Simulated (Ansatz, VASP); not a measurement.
# Cross-check of Na14Si12O31 (glassy 63SiO2-37Na2O (mol %)) between VASP and Ansatz

Wanted: the spread between two codes on one cell, functional and k mesh. The structure shown is the end of the Ansatz relaxation below.

Main program and level: Ansatz 0.2.0; plane waves, with VASP 6.6.1 beside it; single point at r2SCAN.

## (1) Starting point

The cell holds 114 atoms: 24 Si, 28 Na and 62 O. Cell: a = 11.218 Å, b = 11.173 Å, c = 11.397 Å, α = 89.4°, β = 92.1°, γ = 93.4°. As first built, before any earlier steps moved the atoms (in the runner's words): 114 atoms (24 Si, 28 Na, 62 O) placed at random at 2.47 g/cm^3, melted at 4000 K for 10 ps at fixed volume with the Morse and Coulomb pair potential with partial charges (Pedone, Malavasi, Menziani, Cormack and Segre, J. Phys. Chem. B 110, 11780 (2006)). Quenched from 4000 K to 300 K at 10 K/ps and fixed volume, held 10 ps at zero pressure.

## (2) Ansatz: relaxation, r2SCAN

Ansatz runs on its default PAW (the set named soft_2) files.

This run makes the geometry at which the two programs are then compared.

input.yaml reads:

```yaml
crystal:
  lattice:
    - [11.2114, -0.33306, -0.20577]
    - [-0.33306, 11.16839, 0.05119]
    - [-0.20577, 0.05119, 11.39529]
  atoms:
    - { symbol: Si, position: [0.66021, 0.89601, 0.03201] }
    - { symbol: Si, position: [0.54605, 0.27225, 0.67467] }
    - { symbol: Si, position: [0.17778, 0.6578, 0.47236] }
    - { symbol: Si, position: [0.78485, 0.18294, 0.67092] }
    - { symbol: Si, position: [0.68061, 0.9994, 0.28037] }
    - { symbol: Si, position: [0.56035, 0.5334, 0.23317] }
    - { symbol: Si, position: [0.35392, 0.80759, 0.60392] }
    - { symbol: Si, position: [0.99764, 0.83426, 0.77537] }
    - { symbol: Si, position: [0.20105, 0.39205, 0.50485] }
    - { symbol: Si, position: [0.23352, 0.73448, 0.83403] }
    - { symbol: Si, position: [0.37093, 0.15416, 0.98799] }
    - { symbol: Si, position: [0.93102, 0.66219, 0.58234] }
    - { symbol: Si, position: [0.52084, 0.36127, 0.9182] }
    - { symbol: Si, position: [0.38095, 0.89204, 0.01248] }
    - { symbol: Si, position: [0.09107, 0.0687, 0.65693] }
    - { symbol: Si, position: [0.35846, 0.07798, 0.57992] }
    - { symbol: Si, position: [0.5893, 0.73818, 0.68481] }
    - { symbol: Si, position: [0.83425, 0.00996, 0.8839] }
    - { symbol: Si, position: [0.16783, 0.89065, 0.16703] }
    - { symbol: Si, position: [0.01896, 0.09326, 0.08204] }
    - { symbol: Si, position: [0.75208, 0.46716, 0.03894] }
    - { symbol: Si, position: [0.07137, 0.63579, 0.20865] }
    - { symbol: Si, position: [0.92428, 0.38895, 0.55063] }
    - { symbol: Si, position: [0.13581, 0.22805, 0.87839] }
    - { symbol: Na, position: [0.58631, 0.00404, 0.50923] }
    - { symbol: Na, position: [0.99917, 0.43417, 0.00152] }
    - { symbol: Na, position: [0.97391, 0.84816, 0.35498] }
    - { symbol: Na, position: [0.75333, 0.70758, 0.85296] }
    - { symbol: Na, position: [0.6753, 0.27746, 0.41909] }
    - { symbol: Na, position: [0.38023, 0.02366, 0.28514] }
[... 78 atom lines left out ...]
    - { symbol: O, position: [0.12462, 0.7529, 0.13399] }
    - { symbol: O, position: [0.22925, 0.59566, 0.83047] }
    - { symbol: O, position: [0.26865, 0.77233, 0.4915] }
    - { symbol: O, position: [0.83072, 0.55181, 0.95386] }
    - { symbol: O, position: [0.27962, 0.21447, 0.89511] }
    - { symbol: O, position: [0.86707, 0.36645, 0.42409] }
kpoints:
  mp_grid: { grid: [1, 1, 1] }
hamiltonian:
  xc: r2scan
scf:
  occupations: { method: fixed }
output:
  forces: true
  eigenvalues: true
  stress: true
relax:
  f_tol: 0.05
  max_steps: 70
```

Started as:

```sh
$ ansatz run input.yaml --threads 4 --pin off --max-ram 8192MiB --backend cpu --events-out ev --progress --plain --runs-dir out
```

Numbers of over 12 decimals in the logs are rounded to 6 here.

What it wrote:

```text
Warning: output.stress: scf.convergence.dr2_threshold = 1e-7 eV (the SCF's general default) is looser than the 1.08e-8 eV advised for a printed stress (1e-10 eV for each atom of the cell: 114, of which 108 are counted). What an SCF threshold leaves in a stress goes as its square root, and in the free energy as the threshold itself, and one threshold admits the most on a small cell: [figures from the program's tests c [...]
Engine: ansatz 0.2.0, x86_64-unknown-linux-gnu
Pseudopotentials: kind: paw
Pseudopotential: Si, paw, valence charge 4, recommended cutoff 500 eV (meta_gga), Si.paw.azcp
Pseudopotential: Na, paw, valence charge 9, recommended cutoff 500 eV (meta_gga), Na.paw.azcp
Pseudopotential: O, paw, valence charge 6, recommended cutoff 500 eV (meta_gga), O.paw.azcp
Functional definition: r2SCAN
  parameter k0 = 0.174
  parameter k1 = 0.065
  parameter a1 = 4.9479
  exchange = r2scan_x(k0 = k0, k1 = k1, a1 = a1)
  correlation = r2scan_c
Crystal: 114 atoms, lattice volume = 1425.082 Å³
Basis set: ecut = 500 eV, 36227 PW (Γ), exchange–correlation on 360×360×360 points (64 copies of the dense FFT grid, shifted against one another)
Bands: 474, of which v1, the nominal top of the filled ones, is band 360 counted from 1 (359 counted from 0)
Symmetry: 1 space group operations
Space group: P1 (ITA 1), of the structure as read, at distance tolerance 1.1e-4 Å
k-points: 1
Non-local potential: Si, projectors of the file, l = 0: 2, l = 1: 2, l = 2: 2
Non-local potential: Na, projectors of the file, l = 0: 3, l = 1: 2, l = 2: 1
Non-local potential: O, projectors of the file, l = 0: 2, l = 1: 2, l = 2: 1
PAW form: soft (Blöchl's): semilocal exchange-correlation on the pseudo side does not see the compensation charge
PAW frozen core: Si, regenerated for the run's functional (the file was generated under x = pbe(κ = 0.804, μ = 0.219515), c = pbe(β = 0.066725))
PAW frozen core: Na, regenerated for the run's functional (the file was generated under x = pbe(κ = 0.804, μ = 0.219515), c = pbe(β = 0.066725))
PAW frozen core: O, regenerated for the run's functional (the file was generated under x = pbe(κ = 0.804, μ = 0.219515), c = pbe(β = 0.066725))
PAW one-centre angular grid: Si, 302 points (default); XC on 160 Gauss nodes
PAW one-centre angular grid: Na, 302 points (default); XC on 339 of its mesh's 2595 points in the sphere
PAW one-centre angular grid: O, 302 points (default); XC on 160 Gauss nodes
Initial density: superposition of atomic densities (neutral atoms: chi_scale 0, normalization atom), corrected by the library's trained network
Initial wavefunctions: pseudopotential atomic-orbital guess
Functional: x = r2scan, c = r2scan; τ floored in thin density (d = 2e-4 eV/Å³)
SCF iter   1: F=—  HF=-92403.265707 eV  |F-HF|=—  |Δ(HF+E_count)|=         —  Δρ=8.73e-3  dr2=9.38e-1  dr2_τ=7.53e0  ethr=1.77e-3  ⟨swp⟩=4.0  Hψ=1680  notcnv=0  defer=108
preconditioner: auto → Resta (q_TF=auto, 2.435 Å⁻¹)  ε∞=2.5  [insulator: Δε(μ)=4.141 eV  Ē_g=20.902 eV  n_scr=350 (ndim 8)  ℏωp=25.3 eV  f_vac=0.128  ε∞_Penn≈2.5]
SCF iter   2: F=—  HF=-92405.965706 eV  |F-HF|=—  |Δ(HF+E_count)|=    2.70e0  Δρ=4.60e-3  dr2=1.90e-1  dr2_τ=2.37e-2  ethr=1.30e-4  ⟨swp⟩=3.0  Hψ=887  notcnv=0  defer=112
SCF iter   3: F=—  HF=-92405.947428 eV  |F-HF|=—  |Δ(HF+E_count)|=   1.83e-2  Δρ=1.21e-3  dr2=1.54e-2  dr2_τ=2.05e-3  ethr=2.64e-5  ⟨swp⟩=2.0  Hψ=555  notcnv=0  defer=112
SCF iter   4: F=—  HF=-92405.950580 eV  |F-HF|=—  |Δ(HF+E_count)|=   3.15e-3  Δρ=4.65e-4  dr2=2.13e-3  dr2_τ=4.05e-4  ethr=2.14e-6  ⟨swp⟩=2.0  Hψ=579  notcnv=0  defer=112
SCF iter   5: F=—  HF=-92405.950297 eV  |F-HF|=—  |Δ(HF+E_count)|=   2.84e-4  Δρ=1.17e-4  dr2=1.55e-4  dr2_τ=2.00e-5  ethr=2.96e-7  ⟨swp⟩=2.0  Hψ=689  notcnv=0  defer=112
SCF iter   6: F=-92405.950360 eV  HF=-92405.950365 eV  |F-HF|=5.03e-6  |Δ(HF+E_count)|=   6.89e-5  Δρ=4.08e-5  dr2=1.80e-5  dr2_τ=2.66e-6  ethr=8.68e-9  ⟨swp⟩=14.0  Hψ=2982  notcnv=0
SCF 1 converged in 6 iterations: F = -92405.950360 eV  dr2 = 1.80e-5
[...]
- { symbol: Si, position: [0.997751, 0.831781, 0.774763] }
    - { symbol: Si, position: [0.203585, 0.390670, 0.506320] }
    - { symbol: Si, position: [0.236416, 0.732121, 0.831424] }
    - { symbol: Si, position: [0.370580, 0.150149, 0.985607] }
    - { symbol: Si, position: [0.928763, 0.662114, 0.579223] }
    - { symbol: Si, position: [0.520546, 0.359319, 0.920155] }
    - { symbol: Si, position: [0.381502, 0.887255, 0.013464] }
    - { symbol: Si, position: [0.089192, 0.068141, 0.655956] }
    - { symbol: Si, position: [0.357304, 0.081727, 0.578253] }
    - { symbol: Si, position: [0.591040, 0.741404, 0.688150] }
    - { symbol: Si, position: [0.833629, 0.00862348, 0.883411] }
    - { symbol: Si, position: [0.166372, 0.887857, 0.166549] }
    - { symbol: Si, position: [0.018554, 0.093755, 0.083589] }
    - { symbol: Si, position: [0.754108, 0.467312, 0.040626] }
    - { symbol: Si, position: [0.073519, 0.630409, 0.206259] }
    - { symbol: Si, position: [0.925702, 0.386805, 0.550317] }
    - { symbol: Si, position: [0.134107, 0.227293, 0.877925] }
    - { symbol: Na, position: [0.586698, 0.00803292, 0.510282] }
    - { symbol: Na, position: [0.998525, 0.426982, 0.00133119] }
    - { symbol: Na, position: [0.973017, 0.853114, 0.358401] }
    - { symbol: Na, position: [0.754330, 0.705385, 0.854595] }
    - { symbol: Na, position: [0.674291, 0.281052, 0.417947] }
    - { symbol: Na, position: [0.380382, 0.025660, 0.283370] }
    - { symbol: Na, position: [0.297626, 0.407015, 0.797092] }
    - { symbol: Na, position: [0.287706, 0.559779, 0.028036] }
    - { symbol: Na, position: [0.069287, 0.511724, 0.738928] }
    - { symbol: Na, position: [0.211791, 0.282876, 0.172671] }
    - { symbol: Na, position: [0.808011, 0.502203, 0.287583] }
    - { symbol: Na, position: [0.445668, 0.511980, 0.625743] }
    - { symbol: Na, position: [0.766927, 0.741191, 0.231102] }
    - { symbol: Na, position: [0.669890, 0.785091, 0.442249] }
    - { symbol: Na, position: [0.785873, 0.184145, 0.124547] }
    - { symbol: Na, position: [0.996818, 0.351761, 0.264420] }
    - { symbol: Na, position: [0.927555, 0.732575, 0.027496] }
    - { symbol: Na, position: [0.835987, 0.941275, 0.563582] }
    - { symbol: Na, position: [0.294811, 0.509892, 0.287723] }
    - { symbol: Na, position: [0.452075, 0.774898, 0.260964] }
    - { symbol: Na, position: [0.528905, 0.646157, 0.986161] }
    - { symbol: Na, position: [0.675754, 0.530761, 0.506741] }
    - { symbol: Na, position: [0.540240, 0.976010, 0.778273] }
    - { symbol: Na, position: [0.877087, 0.137212, 0.394093] }
    - { symbol: Na, position: [0.416631, 0.310668, 0.425770] }
    - { symbol: Na, position: [0.751009, 0.459009, 0.767947] }
    - { symbol: Na, position: [0.149945, 0.114205, 0.387887] }
    - { symbol: Na, position: [0.536780, 0.243996, 0.175833] }
    - { symbol: O, position: [0.355781, 0.121453, 0.445588] }
    - { symbol: O, position: [0.346889, 0.157584, 0.121718] }
    - { symbol: O, position: [0.431031, 0.446309, 0.970713] }
    - { symbol: O, position: [0.411988, 0.945876, 0.588497] }
    - { symbol: O, position: [0.670845, 0.234299, 0.738133] }
    - { symbol: O, position: [0.321046, 0.772552, 0.945678] }
    - { symbol: O, position: [0.502130, 0.217811, 0.963176] }
    - { symbol: O, position: [0.311232, 0.895424, 0.135450] }
    - { symbol: O, position: [0.092325, 0.200507, 0.013311] }
    - { symbol: O, position: [0.517492, 0.859296, 0.047389] }
    - { symbol: O, position: [0.733712, 0.777899, 0.040129] }
    - { symbol: O, position: [0.530483, 0.403453, 0.286794] }
    - { symbol: O, position: [0.139568, 0.652155, 0.336227] }
    - { symbol: O, position: [0.860802, 0.731468, 0.481090] }
    - { symbol: O, position: [0.497076, 0.362043, 0.775872] }
    - { symbol: O, position: [0.632866, 0.620495, 0.330761] }
    - { symbol: O, position: [0.555953, 0.767486, 0.820036] }
    - { symbol: O, position: [0.254373, 0.537948, 0.495180] }
    - { symbol: O, position: [0.463280, 0.151652, 0.660422] }
    - { symbol: O, position: [0.441034, 0.598327, 0.181135] }
    - { symbol: O, position: [0.568786, 0.354778, 0.560139] }
    - { symbol: O, position: [0.900864, 0.884346, 0.861614] }
    - { symbol: O, position: [0.280162, 0.807314, 0.717837] }
    - { symbol: O, position: [0.298574, 0.342224, 0.597594] }
[...]
- { symbol: O, position: [0.837394, 0.087299, 0.765292] }
    - { symbol: O, position: [0.379825, 0.010738, 0.938763] }
    - { symbol: O, position: [0.123933, 0.749225, 0.129828] }
    - { symbol: O, position: [0.233536, 0.592579, 0.821947] }
    - { symbol: O, position: [0.270875, 0.774250, 0.488331] }
    - { symbol: O, position: [0.834975, 0.549990, 0.953673] }
    - { symbol: O, position: [0.278946, 0.211407, 0.891785] }
    - { symbol: O, position: [0.869847, 0.361448, 0.422544] }
```

Reading the cycles: dr2 is the Hartree energy of the density residual (eV), the measure of convergence; HF is the Harris–Foulkes estimate of the energy, which meets the free energy F at convergence.

## (3) VASP: single point, r2SCAN

The same cell, functional and mesh now go to VASP, with its own data sets and cutoff.

Lines of VASP's logs that name or quote its potential files are left out, and so is its time.

INCAR reads:

```
SYSTEM = Na14Si12O31
PREC = Accurate
ENCUT = 520
EDIFF = 1E-05
NELM = 100
ISMEAR = 0
SIGMA = 0.01
LREAL = Auto
ALGO = Normal
METAGGA = R2SCAN
LASPH = .TRUE.
NBANDS = 411
LORBIT = 11
LWAVE = .FALSE.
LCHARG = .FALSE.
ISIF = 2
```

POSCAR reads:

```
Na14Si12O31
1.0
   11.2114000000     -0.3330600000     -0.2057700000
   -0.3330600000     11.1683900000      0.0511900000
   -0.2057700000      0.0511900000     11.3952900000
Si Na O
24 28 62
Direct
    0.6613000000      0.8937100000      0.0333700000
    0.5462600000      0.2764800000      0.6747100000
    0.1813000000      0.6568300000      0.4711400000
    0.7842000000      0.1841300000      0.6709200000
    0.6786700000      0.0007500000      0.2817300000
    0.5591400000      0.5362100000      0.2331900000
    0.3567400000      0.8102700000      0.6016400000
    0.9977500000      0.8317800000      0.7747600000
    0.2035900000      0.3906700000      0.5063200000
    0.2364200000      0.7321200000      0.8314200000
    0.3705800000      0.1501500000      0.9856100000
    0.9287600000      0.6621100000      0.5792200000
    0.5205500000      0.3593200000      0.9201600000
    0.3815000000      0.8872600000      0.0134600000
    0.0891900000      0.0681400000      0.6559600000
    0.3573000000      0.0817300000      0.5782500000
    0.5910400000      0.7414000000      0.6881500000
    0.8336300000      0.0086200000      0.8834100000
    0.1663700000      0.8878600000      0.1665500000
    0.0185500000      0.0937600000      0.0835900000
    0.7541100000      0.4673100000      0.0406300000
    0.0735200000      0.6304100000      0.2062600000
    0.9257000000      0.3868100000      0.5503200000
    0.1341100000      0.2272900000      0.8779200000
    0.5867000000      0.0080300000      0.5102800000
    0.9985300000      0.4269800000      0.0013300000
    0.9730200000      0.8531100000      0.3584000000
    0.7543300000      0.7053800000      0.8545900000
    0.6742900000      0.2810500000      0.4179500000
    0.3803800000      0.0256600000      0.2833700000
[... 78 atom lines left out ...]
    0.1239300000      0.7492200000      0.1298300000
    0.2335400000      0.5925800000      0.8219500000
    0.2708800000      0.7742500000      0.4883300000
    0.8349800000      0.5499900000      0.9536700000
    0.2789500000      0.2114100000      0.8917800000
    0.8698500000      0.3614500000      0.4225400000
```

KPOINTS reads:

```
Automatic mesh
0
Gamma
1 1 1
0 0 0
```

The projector-augmented-wave data sets are Si, Na_pv and O (PBE family, release 64).

Started as:

```sh
$ export OMP_NUM_THREADS=5
$ mpirun -np 1 vasp_gam
```

What it wrote:

```text
[banner, memory and clock lines left out]
running    1 mpi-ranks, on    1 nodes
[...]
Offloading initialized ...    1 GPUs detected
[...]
|                                                                             |
|               ----> ADVICE to this user running VASP <----                  |
|                                                                             |
|     You enforced a specific xc type in the INCAR file but a different       |
|     [... a line on the potential file left out ...]
|     I HOPE YOU KNOW WHAT YOU ARE DOING!                                     |
|                                                                             |

 LDA part: xc-table for (None), standard interpolation
 POSCAR, INCAR and KPOINTS ok, starting setup
[...]
entering main loop
       N       E                     dE             d eps       ncg     rms          rms(c)
DAV:   1     0.115456354680E+05    0.11546E+05   -0.34453E+05   822   0.204E+03
DAV:   2     0.108877592863E+04   -0.10457E+05   -0.99752E+04   894   0.591E+02
DAV:   3    -0.104970503282E+04   -0.21385E+04   -0.20489E+04   862   0.263E+02
DAV:   4    -0.124116014339E+04   -0.19146E+03   -0.18886E+03  1036   0.831E+01
[...]
DAV:  16    -0.978866773039E+03    0.19922E-03   -0.84823E-04  1012   0.977E-02    0.363E-02
DAV:  17    -0.978866800255E+03   -0.27216E-04   -0.33822E-04   948   0.440E-02    0.286E-02
DAV:  18    -0.978866806057E+03   -0.58019E-05   -0.17684E-05   668   0.118E-02
   1 F= -.97886681E+03 E0= -.97886681E+03  d E =-.857514E-25
```

From OUTCAR (step 3):

```text
  Total       14.8034120     16.3785093     13.9428133      2.1902960      0.2735633      0.0398940
  in kB       16.6430312     18.4138659     15.6754860      2.4624839      0.3075590      0.0448516
  external PRESSURE =      16.9107943 kB  Pullay stress =       0.0000000 kB

 POSITION                                       TOTAL-FORCE (eV/Angst)
 -----------------------------------------------------------------------------------
      7.10957      9.76276      0.28993        -0.069924      0.006340     -0.024805
      5.89342      2.94044      7.59027        -0.047062     -0.019631      0.039856
      1.71692      7.29947      5.36509         0.024387      0.045272      0.000150
      8.59260      1.82959      7.49339         0.054344      0.002179      0.076033
      7.55062     -0.20324      3.07078         0.008547      0.012187     -0.034367
      6.04217      5.81431      2.56966         0.003290      0.012897     -0.062323
[...]
7.95857      8.44558      0.34614         0.063078     -0.078720     -0.009034
      5.75404      4.34389      3.17955        -0.013741     -0.091297      0.036540
      1.27838      7.25419      3.83610         0.008516     -0.018271     -0.017404
      9.30816      7.90727      5.34248        -0.048262      0.077738     -0.080005
      5.29273      3.91756      8.75751        -0.023832      0.021479      0.003546
      6.82064      6.73602      3.67064         0.049381      0.063126      0.070805
      5.80862      8.42844      9.26948        -0.038627      0.019100      0.107607
[...]
-----------------------------------------------------------------------------------
    total drift:                                0.041246     -0.017954      0.022262

  FREE ENERGIE OF THE ION-ELECTRON SYSTEM (eV)
  ---------------------------------------------------
  free  energy   TOTEN  =      -978.8668060573 eV

  energy  without entropy=     -978.8668060573  energy(sigma->0) =     -978.86680606

[... 3 further parts left out ...]
[key lines of the parts left out:]
E-fermi :   2.1198
```

The run ends at a pressure of 1.69 GPa, with forces up to 0.12 eV/Å.

## (4) Side by side

Known differences besides the potentials themselves: VASP keeps PBE cores, Ansatz makes them for the functional; fixed occupations in Ansatz, narrow Gaussian smearing in VASP; the data sets hold 720 valence electrons in Ansatz (default PAW (the set named soft_2) files) and 664 in VASP; the cutoff is 500 eV in Ansatz and 520 eV in VASP (PREC = Accurate, projectors in real space). Total energies have different zeros and are not compared.

Both answers:

```tsv
quantity	Ansatz	VASP	difference
pressure (GPa)	1.63	1.69	-0.06
gap on the k mesh (eV)	3.807	3.815	-0.008
```

Forces on 8 of the 114 atoms, those with the largest forces and the largest differences (eV/Å; atoms numbered as in POSCAR):

```tsv
atom	Ansatz x, y, z	VASP x, y, z
O54	0.003, 0.005, 0.004	-0.004, 0.002, 0.116
O55	-0.003, 0.000, 0.004	-0.080, 0.074, 0.046
O66	0.011, 0.013, 0.001	-0.048, 0.078, -0.080
O69	-0.006, 0.002, 0.003	-0.039, 0.019, 0.108
O76	-0.002, -0.001, -0.009	0.081, -0.038, 0.072
O88	0.001, 0.011, -0.001	-0.026, 0.058, 0.107
O89	0.000, -0.001, 0.006	-0.020, 0.045, 0.115
O97	0.005, -0.003, -0.007	-0.057, 0.037, -0.101
```

The forces differ by 36 meV/Å r.m.s., where the r.m.s. force is 0.008 eV/Å in Ansatz and 0.036 eV/Å in VASP: the cell lies near the minimum of Ansatz, so a percentage would say little (all taken over all components). A gap on the mesh is an upper bound, since the band edges may lie between its points.

## (5) Results

* r.m.s. force difference (single point, r2SCAN): 36 meV/Å

The r.m.s. force difference is 36 meV/Å (single point, r2SCAN), beyond the 12 meV/Å picked in this series as the mark of a large difference. What causes the difference of the single point, r2SCAN pair stays open here. Such differences can come from data sets, numerical settings and the points named under the comparisons, not from the functional's error against experiment.

[Lines on the potential files, build, host, timing and source positions are cut from VASP's logs without a mark.]

[Logs are printed without paths, hosts, clocks, repeated set-up lines and the standing remarks that a program may print on its own settings, such as how far it seeks lower states.]

[Hosts, paths, dates, database ids (printed as entryN), source tags and the programs' standing remarks are cut or masked in the printed files.]
